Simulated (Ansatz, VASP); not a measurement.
# Rh (Rhodium) in two plane-wave programs

Aim: how closely do two programs agree when they are given the same cell, functional and k mesh? The cell is taken from a series of runs on this material, whose earlier steps may have relaxed or scaled it; both programs get it as it stands.

Method: plane waves, with VASP 6.6.1 beside it; single point at PBEsol and single point at PBE, in Ansatz 0.2.0.

## 1. Set-up

It takes space group Fm-3m (No. 225, cubic). The conventional cell has a = 3.791 Å, b = 3.791 Å, c = 3.791 Å, α = 90.00°, β = 90.00°, γ = 90.00°. Nearest to Rh lie 12 Rh at 2.68 Å.

Coordinates:

```xyz
1
Lattice="0.0000 1.8957 1.8957 1.8957 0.0000 1.8957 1.8957 1.8957 0.0000" Properties=species:S:1:pos:R:3 pbc="T T T"
Rh    0.0000    0.0000    0.0000
```

## 2. VASP: single point, PBEsol

A single point gives forces, pressure and levels at one fixed geometry, so differences don't come from the geometry; what else differs is listed under the comparison.

Lines of VASP's logs that name or quote its potential files are left out, and so is its time.

INCAR

```
SYSTEM = Rh
PREC = Accurate
ENCUT = 400
EDIFF = 1E-06
NELM = 100
ISMEAR = 1
SIGMA = 0.1
LREAL = .FALSE.
ALGO = Normal
GGA = PS
NBANDS = 13
LASPH = .TRUE.
LORBIT = 11
LWAVE = .FALSE.
LCHARG = .FALSE.
KPAR = 2
ISIF = 2
```

POSCAR

```
Rh
1.0
    0.0000000000      1.8957490400      1.8957490400
    1.8957490400      0.0000000000      1.8957490400
    1.8957490400      1.8957490400      0.0000000000
Rh
1
Direct
    0.0000000000      0.0000000000      0.0000000000
```

KPOINTS

```
Automatic mesh
0
Gamma
7 7 7
0 0 0
```

Potentials, in the order of the species: Rh_pv (PBE family, release 64).

On the command line:

```
> mpirun -np 2 vasp_std
```

Numbers of over 12 decimals in the logs are rounded to 6 here.

Output:

```text
[banner, memory and clock lines left out]
running    2 mpi-ranks, on    1 nodes
 distrk:  each k-point on    1 cores,    2 groups
 distr:  one band on    1 cores,    1 groups

 POSCAR found type information on POSCAR Rh
 POSCAR found :  1 types and       1 ions
|                                                                             |
|               ----> ADVICE to this user running VASP <----                  |
|                                                                             |
|     You enforced a specific xc type in the INCAR file but a different       |
|     [... a line on the potential file left out ...]
|     I HOPE YOU KNOW WHAT YOU ARE DOING!                                     |
|                                                                             |

 LDA part: xc-table for (Slater+PW92), standard interpolation
 POSCAR, INCAR and KPOINTS ok, starting setup
 FFT: planning ... GRIDC
 FFT: planning ... GRID_SOFT
 FFT: planning ... GRID
 WAVECAR not read
 entering main loop
       N       E                     dE             d eps       ncg     rms          rms(c)
DAV:   1     0.956537790253E+02    0.95654E+02   -0.77289E+03   525   0.101E+03
DAV:   2    -0.772293147174E+01   -0.10338E+03   -0.99041E+02   570   0.309E+02
DAV:   3    -0.884291578833E+01   -0.11200E+01   -0.11183E+01   635   0.366E+01
DAV:   4    -0.884762003967E+01   -0.47043E-02   -0.47038E-02   595   0.242E+00
DAV:   5    -0.884767101705E+01   -0.50977E-04   -0.50977E-04   640   0.232E-01    0.112E+01
DAV:   6    -0.822781701003E+01    0.61985E+00   -0.10273E+00   590   0.149E+01    0.351E+00
DAV:   7    -0.820492540298E+01    0.22892E-01   -0.83497E-02   645   0.259E+00    0.137E+00
DAV:   8    -0.819992874116E+01    0.49967E-02   -0.74969E-03   570   0.118E+00    0.127E-01
DAV:   9    -0.819976522498E+01    0.16352E-03   -0.29490E-04   630   0.248E-01    0.947E-03
DAV:  10    -0.819977027226E+01   -0.50473E-05   -0.54656E-06   610   0.266E-02    0.447E-03
DAV:  11    -0.819977010937E+01    0.16288E-06   -0.11852E-06   395   0.153E-02
   1 F= -.81997701E+01 E0= -.82001788E+01  d E =0.122606E-02
```

From OUTCAR (step 2):

```text
ion  position               nearest neighbor table
   1  0.000  0.000  0.000-

  LATTYP: Found a face centered cubic cell.
 ALAT       =     3.7914980800

 Subroutine GETGRP returns: Found 48 space group operations
 (whereof 48 operations were pure point group operations)

The static configuration has the point symmetry O_h .

 Found     20 irreducible k-points:

   k-points           NKPTS =     20   k-points in BZ     NKDIM =     20   number of bands    NBANDS=     13

   dimension x,y,z NGX =    18 NGY =   18 NGZ =   18
   dimension x,y,z NGXF=    36 NGYF=   36 NGZF=   36

   ENCUT  =  400.0 eV  29.40 Ry    5.42 a.u.   4.37  4.37  4.37*2*pi/ulx,y,z

   NELECT =      15.0000    total number of electrons

 k-points in reciprocal lattice and weights: Automatic mesh
   0.00000000  0.00000000  0.00000000       0.003
   0.14285714  0.00000000  0.00000000       0.023
   0.28571429  0.00000000  0.00000000       0.023
   0.42857143  0.00000000  0.00000000       0.023
   0.14285714  0.14285714  0.00000000       0.017
   0.28571429  0.14285714  0.00000000       0.070
   0.42857143  0.14285714  0.00000000       0.070
  -0.42857143  0.14285714  0.00000000       0.070
  -0.28571429  0.14285714  0.00000000       0.070
[...]
-0.42857143  0.42857143  0.14285714       0.070
  -0.28571429  0.42857143  0.14285714       0.070

 average (electrostatic) potential at core
       1 -70.6488

 E-fermi :  11.9584

 k-point     1 :       0.0000    0.0000    0.0000
  band No.  band energies     occupation
    ...
      5       8.7466      2.00000
      6       8.7466      2.00000
      7       8.7466      2.00000
      8      10.8981      2.00000
      9      10.8981      2.00000
     10      27.8402      0.00000
     11      32.1920      0.00000
     12      33.3589      0.00000
     13      33.3589      0.00000

 k-point     2 :       0.1429    0.0000    0.0000
  band No.  band energies     occupation
    ...
      5       8.4604      2.00000
      6       9.0144      2.00000
      7       9.0144      2.00000
      8      10.7851      2.00000
      9      10.7851      2.00000
     10      28.8698      0.00000
     11      30.2810      0.00000
     12      32.1928      0.00000
     13      34.5276      0.00000

 k-point     3 :       0.2857    0.0000    0.0000
  band No.  band energies     occupation
    ...
      5       9.0150      2.00000
      6       9.0598      2.00000
      7       9.0598      2.00000
      8      11.2883      2.00000
      9      11.2883      2.00000
     10      25.9056      0.00000
     11      29.1711      0.00000
     12      32.1926      0.00000
     13      36.5001      0.00000

  Total       -0.4684073     -0.4684073     -0.4684073      0.0000000      0.0000000      0.0000000
  in kB      -55.0759076    -55.0759076    -55.0759076      0.0000000      0.0000000      0.0000000
  external PRESSURE =     -55.0759076 kB  Pullay stress =       0.0000000 kB

  energy-cutoff  :      400.00
  volume of cell :       13.63
      direct lattice vectors                 reciprocal lattice vectors
     0.000000000  1.895749040  1.895749040    -0.263747991  0.263747991  0.263747991
     1.895749040  0.000000000  1.895749040     0.263747991 -0.263747991  0.263747991
     1.895749040  1.895749040  0.000000000     0.263747991  0.263747991 -0.263747991

 POSITION                                       TOTAL-FORCE (eV/Angst)
 -----------------------------------------------------------------------------------
      0.00000      0.00000      0.00000        -0.000000     -0.000000      0.000000
 -----------------------------------------------------------------------------------
    total drift:                                0.000000     -0.000000      0.000000

  FREE ENERGIE OF THE ION-ELECTRON SYSTEM (eV)
  ---------------------------------------------------
  free  energy   TOTEN  =        -8.1997701094 eV

  energy  without entropy=       -8.2009961672  energy(sigma->0) =       -8.20017880

 total charge
# of ion       s       p       d       tot
------------------------------------------
    1        0.415   6.318   7.052  13.784

[... 3 further parts left out ...]
```

This run has no spin polarisation. Its electron count is odd, so without a moment it is a metal by construction. The k-mesh is coarse for a metal.

## 3. Ansatz: single point, PBEsol

Ansatz runs on its default PAW (the set named soft_2) files.

The same cell, functional, mesh and smearing now go to Ansatz, which takes its cutoff from its data sets.

input.yaml

```yaml
crystal:
  lattice:
    - [0.0, 1.89574904, 1.89574904]
    - [1.89574904, 0.0, 1.89574904]
    - [1.89574904, 1.89574904, 0.0]
  atoms:
    - { symbol: Rh, position: [0.0, 0.0, 0.0] }
hamiltonian:
  xc: pbesol
  pseudopotentials: { kind: paw }
kpoints:
  mp_grid: { grid: [7, 7, 7] }
scf:
  occupations: { method: methfessel_paxton, width: 0.1 }
  n_extra_bands: 4
output:
  forces: true
  stress: true
  eigenvalues: true
```

On the command line:

```
> ansatz run input.yaml --threads 2 --pin off --max-ram 4608MiB --backend cpu --events-out ev --progress --plain --runs-dir out
```

Output:

```text
scf.n_extra_bands = 4 over 9 filled bands (N_el = 17.0): the run solves 13 bands
Engine: ansatz 0.2.0, aarch64-unknown-linux-gnu
Pseudopotentials: kind: paw
Pseudopotential: Rh, paw, valence charge 17, recommended cutoff 420 eV (normal), Rh.paw.azcp
Functional definition: PBEsol
  exchange = pbesol_x
  correlation = pbesol_c
Crystal: 1 atoms, lattice volume = 13.626 Å³
Basis set: ecut = 420 eV, 283 PW (Γ), exchange–correlation on 36×36×36 points (8 copies of the dense FFT grid, shifted against one another)
Bands: 13, of which v1, the nominal top of the filled ones, is band 9 counted from 1 (8 counted from 0)
Symmetry: 48 space group operations
Space group: Fm-3m (ITA 225), of the structure as read, at distance tolerance 2.4e-5 Å
k-points: 20 of 343
Non-local potential: Rh, projectors of the file, l = 0: 3, l = 1: 2, l = 2: 2, l = 3: 1
PAW form: soft (Blöchl's): semilocal exchange-correlation on the pseudo side does not see the compensation charge
PAW frozen core: Rh, regenerated for the run's functional, and the local potential with it (the file was generated under x = pbe(κ = 0.804, μ = 0.219515), c = pbe(β = 0.066725))
PAW one-centre angular grid: Rh, 590 points (default); XC on 64 Gauss nodes
Initial density: superposition of atomic densities (neutral atoms: chi_scale 0, normalization atom), corrected by the library's trained network
Initial wavefunctions: pseudopotential atomic-orbital guess
Functional: x = pbesol(κ = 0.804, μ = 0.123457), c = pbesol(β = 0.046)
SCF iter   1: F=—  HF=-6338.814437 eV  |F-HF|=—  |Δ(HF+E_count)|=         —  Δρ=1.41e-2  dr2=1.82e-2  ethr=1.77e-3  ⟨swp⟩=5.0  Hψ=1417  notcnv=0
preconditioner: auto → none  [insulator: Δε(μ)=0.151 eV  Ē_g=14.113 eV  σ=0.100 eV  W_gap=0.60  n_scr=0 (ndim 8)  ℏωp=30.2 eV  f_vac=0.000  D(μ)=0.45/eV (n_scr^D=0)  ε∞_Penn≈5.6]
SCF iter   2: F=—  HF=-6338.809044 eV  |F-HF|=—  |Δ(HF+E_count)|=   5.39e-3  S|Δr|=    0.00e0  Δρ=5.20e-3  dr2=1.41e-3  ethr=1.07e-4  ⟨swp⟩=2.5  Hψ=589  notcnv=0  defer=3
SCF iter   3: F=—  HF=-6338.808624 eV  |F-HF|=—  |Δ(HF+E_count)|=   4.19e-4  S|Δr|=    0.00e0  Δρ=2.43e-3  dr2=1.19e-4  ethr=8.32e-6  ⟨swp⟩=2.5  Hψ=390  notcnv=0  defer=3
SCF iter   4: F=—  HF=-6338.808597 eV  |F-HF|=—  |Δ(HF+E_count)|=   2.69e-5  S|Δr|=    0.00e0  Δρ=1.72e-4  dr2=8.28e-7  ethr=7.00e-7  ⟨swp⟩=1.7  Hψ=363  notcnv=0  defer=3
SCF iter   5: F=—  HF=-6338.808601 eV  |F-HF|=—  |Δ(HF+E_count)|=   3.28e-6  S|Δr|=    0.00e0  Δρ=2.48e-5  dr2=1.48e-8  ethr=5.88e-10  ⟨swp⟩=6.0  Hψ=1284  notcnv=0
SCF iter   6: F=-6338.808601 eV  HF=-6338.808601 eV  |F-HF|=1.27e-11  |Δ(HF+E_count)|=   5.47e-9  S|Δr|=    0.00e0  Δρ=2.29e-6  dr2=1.80e-10  ethr=8.73e-11  ⟨swp⟩=1.7  Hψ=770  notcnv=0
SCF 1 converged in 6 iterations: F = -6338.808601 eV  dr2 = 1.80e-10
  greatest PAW one-centre occupation: 1.000 electrons in one spin orbital (limit 2), on the Rh atom at site 0 (counted from 0), in its partial waves of l = 0
SCF converged after 6 iterations
Stability not checked: this state was not tested for a lower state beside it, because cold or Methfessel-Paxton smearing, or corrected tetrahedra, fill the levels in a way that the test cannot read (fill_not_monotonic; see scf.lower_state_search)
Free energy (F): -6338.808601 eV
Harris-Foulkes:  -6338.808601 eV  (|F-HF|=1.27e-11)
Internal energy: -6338.809785 eV  (E = F + TS)
E sigma→0 (E₀):  -6338.808897 eV
Entropy (-TS):   0.001184 eV (1.184 meV/atom)
Fermi energy:    22.536311 eV
--- Per-component energies (eV) ---
  E_band       = -84.442856
  E_kinetic    = 573.116204
  E_local      = -1551.235817  (includes V_loc(G=0)·N_el)
  E_nonlocal   = 355.927249
  E_hartree    = 543.604618
  E_xc         = -220.717664
  E_vxc        = -278.106144  (∫ρ·V_xc dr)
  E_paw        = -3523.639749  (= ΣΔE_a)
  E_vpaw       = -271.354927  (= ΣTr[D̂ρ^β])
  E_aug_tail   = 0.000795  (compensation charges beyond the density's cutoff)
  E_ewald      = -2516.141622
  E_core_change = 0.276200  (= ΣΔE_core)
  E_smearing   = 0.001184  (= −TS)
  E_closure    = 0.000000  (closes the sum)
  Σ components = -6338.808601   (vs F -6338.808601, Δ=0.00e0)
--- Forces (eV/Å), atoms counted from 1 ---
  atom   1  Rh     0.00000000     0.00000000    -0.00000000
  max |Σ_I F_I| component: 4.93e-32 eV/Å
--- Stress (GPa, compression-positive) ---
       -4.220482       0.000000       0.000000
        0.000000      -4.220482      -0.000000
        0.000000      -0.000000      -4.220482
  P = ⅓ Tr σ = -4.2205 GPa (-42.205 kbar)
--- Band table (eV; the first three rows and the last of 20) ---
  k-point 0: bands = [... 5 lower, 19.3234, 19.3234, 19.3234, 21.4736, 21.4736, 38.2133, 43.6010, 43.6010]
  k-point 1: bands = [... 5 lower, 19.0380, 19.5919, 19.5919, 21.3617, 21.3617, 39.2336, 40.6749, 44.7608]
  k-point 2: bands = [... 5 lower, 19.5931, 19.6361, 19.6361, 21.8677, 21.8677, 36.4277, 39.5572, 46.8267]
  k-point 19: bands = [... 5 lower, 18.0887, 19.1988, 21.3290, 23.1288, 30.9008, 31.6844, 34.3807, 37.0187]
```

The run ends at a pressure of -4.22 GPa.

## 4. Comparison

Known differences besides the PAW data sets themselves: the data sets hold 17 valence electrons in Ansatz (default PAW (the set named soft_2) files) and 15 in VASP; the cutoff is 420 eV in Ansatz and 400 eV in VASP; Ansatz makes its cores anew for this functional, VASP keeps those of its PBE data sets. Total energies have different zeros and are not compared.

Compared:

```
      quantity  Ansatz   VASP  difference
pressure (GPa)   -4.22  -5.51       +1.29
```

Ansatz's pressure holds a Pulay correction of 0.09 GPa; VASP's holds none.

## 5. What moves the difference

The difference is large enough to ask for its cause, so further runs change the set-up of one program at a time, as the table lists.

```csv
run,difference in pressure (GPa)
as above,1.3
VASP with the data sets Rh_sv_GW and a cutoff of 570 eV,1.6
```

## 6. VASP: single point, PBE

A single point gives forces, pressure and levels at one fixed geometry, so differences don't come from the geometry; what else differs is listed under the comparison. The cell compared in this pair holds 14.24 Å³, against 13.63 Å³ for the pair before.

Edit INCAR of step 2 so:

```diff
@@ -9,3 +9,3 @@
 ALGO = Normal
-GGA = PS
+GGA = PE
 NBANDS = 13
```

POSCAR

```
Rh
1.0
    0.0000000000      1.9235922100      1.9235922100
    1.9235922100      0.0000000000      1.9235922100
    1.9235922100      1.9235922100      0.0000000000
Rh
1
Direct
    0.0000000000      0.0000000000      0.0000000000
```

KPOINTS

```
Automatic mesh
0
Gamma
12 12 12
0 0 0
```

On the command line:

```
> mpirun -np 2 vasp_std
```

Output:

```text
[banner, memory and clock lines left out]
running    2 mpi-ranks, on    1 nodes
[...]
LDA part: xc-table for (Slater+PW92), standard interpolation
 POSCAR, INCAR and KPOINTS ok, starting setup
[...]
entering main loop
       N       E                     dE             d eps       ncg     rms          rms(c)
DAV:   1     0.101160990097E+03    0.10116E+03   -0.77900E+03  1911   0.101E+03
DAV:   2    -0.649909383762E+01   -0.10766E+03   -0.10329E+03  1992   0.315E+02
DAV:   3    -0.776423343511E+01   -0.12651E+01   -0.12637E+01  2217   0.386E+01
DAV:   4    -0.777060225893E+01   -0.63688E-02   -0.63677E-02  2192   0.281E+00
[...]
DAV:  10    -0.725725161087E+01   -0.11378E-05   -0.13006E-05  2197   0.476E-02    0.751E-03
DAV:  11    -0.725725043018E+01    0.11807E-05   -0.91860E-07  1579   0.127E-02    0.311E-04
DAV:  12    -0.725725039945E+01    0.30729E-07   -0.28995E-08  1446   0.227E-03
   1 F= -.72572504E+01 E0= -.72574217E+01  d E =0.513941E-03
```

From OUTCAR (step 6):

```text
  Total       -0.4261917     -0.4261917     -0.4261917     -0.0000000      0.0000000      0.0000000
  in kB      -47.9674455    -47.9674455    -47.9674455     -0.0000000      0.0000000      0.0000000
  external PRESSURE =     -47.9674455 kB  Pullay stress =       0.0000000 kB

 POSITION                                       TOTAL-FORCE (eV/Angst)
 -----------------------------------------------------------------------------------
      0.00000      0.00000      0.00000         0.000000     -0.000000      0.000000
 -----------------------------------------------------------------------------------
    total drift:                                0.000000     -0.000000      0.000000

  FREE ENERGIE OF THE ION-ELECTRON SYSTEM (eV)
  ---------------------------------------------------
  free  energy   TOTEN  =        -7.2572503995 eV

  energy  without entropy=       -7.2577643400  energy(sigma->0) =       -7.25742171

[... 3 further parts left out ...]
[key lines of the parts left out:]
E-fermi :  11.3059
```

The run ends at a pressure of -4.80 GPa.

## 7. Ansatz: single point, PBE

The same cell, functional, mesh and smearing now go to Ansatz, which takes its cutoff from its data sets.

The cell is taken from a series of runs on this material, whose earlier steps may have relaxed or scaled it; both programs get it as it stands.

input.yaml

```yaml
crystal:
  lattice:
    - [0.0, 1.92359221, 1.92359221]
    - [1.92359221, 0.0, 1.92359221]
    - [1.92359221, 1.92359221, 0.0]
  atoms:
    - { symbol: Rh, position: [0.0, 0.0, 0.0] }
hamiltonian:
  xc: pbe
  pseudopotentials: { kind: paw }
kpoints:
  mp_grid: { grid: [12, 12, 12] }
scf:
  occupations: { method: methfessel_paxton, width: 0.1 }
  n_extra_bands: 4
output:
  forces: true
  stress: true
  eigenvalues: true
  write_density: true
  write_potential: true
  elf: true
  volumetric_format: npy
```

On the command line:

```
> ansatz run input.yaml --threads 2 --pin off --max-ram 4608MiB --backend cpu --events-out ev --progress --plain --runs-dir out
```

Output:

```text
[...]
Crystal: 1 atoms, lattice volume = 14.235 Å³
Basis set: ecut = 420 eV, 283 PW (Γ), exchange–correlation on 40×40×40 points (8 copies of the dense FFT grid, shifted against one another)
Bands: 13, of which v1, the nominal top of the filled ones, is band 9 counted from 1 (8 counted from 0)
Symmetry: 48 space group operations
[...]
k-points: 72 of 1728
[...]
--- Band table (eV; the first three rows and the last of 72) ---
  k-point 0: bands = [... 5 lower, 18.4779, 18.4779, 18.4779, 20.4495, 20.4495, 37.2416, 42.3922, 42.3922]
  k-point 1: bands = [... 5 lower, 18.3671, 18.5788, 18.5788, 20.3973, 20.3973, 37.6029, 41.0867, 42.7703]
  k-point 2: bands = [... 5 lower, 18.1684, 18.7827, 18.7827, 20.3555, 20.3555, 38.2922, 38.8588, 43.8166]
  k-point 71: bands = [... 5 lower, 17.7896, 17.7896, 20.2623, 22.3239, 30.7719, 30.7719, 32.3097, 33.7210]
[key lines of the parts left out:]
SCF converged after 6 iterations
Free energy (F): -6402.889177 eV
Fermi energy:    21.440074 eV
P = ⅓ Tr σ = -3.6028 GPa (-36.028 kbar)
```

The run ends at a pressure of -3.60 GPa.

## 8. Differences

Compared:

```
      quantity  Ansatz   VASP  difference
pressure (GPa)   -3.60  -4.80       +1.19
```

Ansatz's pressure holds a Pulay correction of 0.11 GPa; VASP's holds none.

## 9. What moves the difference

The difference is large enough to ask for its cause, so further runs change the set-up of one program at a time, as the table lists.

| run | difference in pressure (GPa) |
| --- | --- |
| as above | 1.2 |
| VASP with the data sets Rh_sv_GW and a cutoff of 570 eV | 1.6 |

## 10. Results

- difference in pressure (single point, PBEsol): 1.3 GPa
- difference in pressure (single point, PBE): 1.2 GPa

What this shows: The difference in pressure is 1.3 GPa (single point, PBEsol), beyond the 1 GPa picked in this series as the mark of a large difference. For single point, PBEsol: no further run halves the difference in pressure. For single point, PBE: no further run halves the difference in pressure. Differences of this kind measure data sets and numerical settings, not the functional's error against experiment.

[Lines on the potential files, build, host, timing and source positions are cut from VASP's logs without a mark.]

[Logs are printed without paths, hosts, clocks, repeated set-up lines and the standing remarks that a program may print on its own settings, such as how far it seeks lower states.]

[Hosts, paths, dates, database ids (printed as entryN), source tags and the programs' standing remarks are cut or masked in the printed files.]
